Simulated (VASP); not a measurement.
Given:

```yaml
crystal:
  lattice:
    - [4.07152, 0.00000, 0.00000]
    - [0.00000, 4.07152, 0.00000]
    - [0.00000, 0.00000, 4.07152]
  atoms:
    - { symbol: Sc, position: [0.00000, 0.00000, 0.00000] }
    - { symbol: Al, position: [0.00000, 0.50000, 0.52456] }
    - { symbol: Al, position: [0.50000, 0.00000, 0.50000] }
    - { symbol: Al, position: [0.50000, 0.50000, 0.00000] }
```

All values below come from PBEsol GGA, VASP's PBE PAW potentials (set 64) (plane waves; VASP). Run with 480 eV cut-off, 8×8×8 Γ-centred mesh, first-order Methfessel-Paxton smearing of 0.10 eV, potentials Sc_sv Al.

Question: Which forces act on the atoms, in eV/Å?

Answer: 
```
atom     Fx     Fy      Fz
----  -----  -----  ------
Sc1   0.000  0.000   0.441
Al2   0.000  0.000  -0.655
Al3   0.000  0.000   0.016
Al4   0.000  0.000   0.197
```

Question: Give the stress tensor in GPa (positive for a compressed cell).

Answer: 
```
0.24  0.00  0.00
0.00  0.35  0.00
0.00  0.00  0.33
```
The pressure is its mean diagonal, 0.31 GPa.

The compound is Al3Sc in the L1_2 structure. This cell was strained or had an atom moved on purpose.
